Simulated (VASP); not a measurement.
```
Mo
1.0
   -1.58205     1.58205     1.58205
    1.58205    -1.58205     1.58205
    1.58205     1.58205    -1.58205
Mo
1
Direct
  0.00000   0.00000   0.00000
```

Computed with PBE GGA, VASP's PBE PAW potentials (set 64) (plane waves; VASP). Settings: 520 eV cut-off, 18×18×18 Γ-centred mesh, tetrahedra with Blöchl corrections, potentials Mo_sv.

Estimate the energy per atom (σ→0), band gap (on the k-mesh) with the smallest direct gap where there is one.

```
Property                                                    Result
------------------------  ----------------------------------------
band gap (on the k-mesh)  none (metal, semimetal or under 0.01 eV)
energy per atom (σ→0)                              -10935 meV/atom
```

The compound is Mo in the bcc structure. It was relaxed first.
